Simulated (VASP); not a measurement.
Input for VASP

**POSCAR**
```
Au
4.184220
  0.0000000000   0.5000000000   0.5000000000
  0.5000000000   0.0000000000   0.5000000000
  0.5000000000   0.5000000000   0.0000000000
Au
1
Cartesian
  0.0000000000   0.0000000000   0.0000000000
```

INCAR:
```
SYSTEM = Au
PREC = Accurate
ENCUT = 300
EDIFF = 1E-6
NELM = 100
ALGO = Normal
LREAL = .FALSE.
LASPH = .TRUE.
ISMEAR = -1
SIGMA = 0.1
GGA = PE
LMAXMIX = 6
LWAVE = .FALSE.
LCHARG = .FALSE.
ISIF = 2
```

### KPOINTS
```
Regular mesh
0
G
 3 3 3
0 0 0
```

POTCAR, in this order: Au (PBE.64 set). Program: vasp_std.

Q: Write an equivalent input for Ansatz.

A: One equivalent input (not run):
Ansatz 0.2 input:
```yaml
crystal:
  lattice:
    - [0.0000000, 2.0921100, 2.0921100]
    - [2.0921100, 0.0000000, 2.0921100]
    - [2.0921100, 2.0921100, 0.0000000]
  atoms:
    - { symbol: Au, position: [0.0000000, 0.0000000, 0.0000000] }
kpoints:
  mp_grid: { grid: [3, 3, 3] }
hamiltonian:
  xc: pbe
  pseudopotentials: { kind: paw }
scf:
  occupations: { method: fermi_dirac, width: 0.1 }
  max_iter: 100
output: { forces: true, stress: true, eigenvalues: true }
```
The two are equivalent in intent, not identical: each code has its own PAW files, so the cut-off isn't converted (ENCUT is set for VASP's; basis.ecutwfc is left out, and Ansatz then takes the one that its files recommend); Ansatz stops its SCF on the density residual and VASP on the energy change (EDIFF).

The structure comes from a computed database's Au entry; how it stands against other phases isn't given here. The cell was not relaxed at this level. The k-mesh is coarse (spacing up to 0.87 per Å, 2π included), so the numbers may not be converged in it. The run is one of a series of settings (KPOINTS 3×3×3 Γ-centred mesh against the base run), some of them coarse on purpose.
